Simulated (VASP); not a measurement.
**HgP: single point with PBE**

HgP, a sheet with vacuum:

```
Hg P
1.0
     3.67401    0.00000    0.00000
     0.00000    3.67401    0.00000
     0.00000    0.00000   23.80000
Hg P
1 1
Direct
  0.00000 0.00000 0.29412
  0.50000 0.50000 0.29412
```

The cell was built by a generator and needn't be a form met in nature.

| Quantity | Value |
| --- | --- |
| Program | VASP 6.6.1 |
| Task | single point |
| Functional | PBE |
| Potentials or basis | VASP PAW PBE potentials, release 64 (Hg, P) |
| Cutoff | 520 eV |
| k mesh | 7 × 7 × 1 |
| Occupations | fermi-dirac, width 0.05 eV |
| Spin | no spin polarisation |

```json
{"Band gap on the k mesh": "none (metal or under the smearing width)", "Work function of the upper face": "5.18 eV", "Work function of the lower face": "5.18 eV"}
```

Levels at points of the mesh, in eV from the Fermi level:
| k point | band 6 | band 7 | band 8 | band 9 | band 10 | band 11 | band 12 | band 13 |
| --- | --- | --- | --- | --- | --- | --- | --- | --- |
| (0.00, 0.00, 0.00) | -6.20 | -1.87 | -0.61 | -0.61 | 0.73 | 4.39 | 4.72 | 5.29 |

It took 82 s on 1 thread of Intel(R) Xeon(R) Platinum 8559C (Emerald Rapids), on a shared host, peak memory 0.36 GiB.

The run has no spin-orbit coupling, so splittings on Hg are missing.
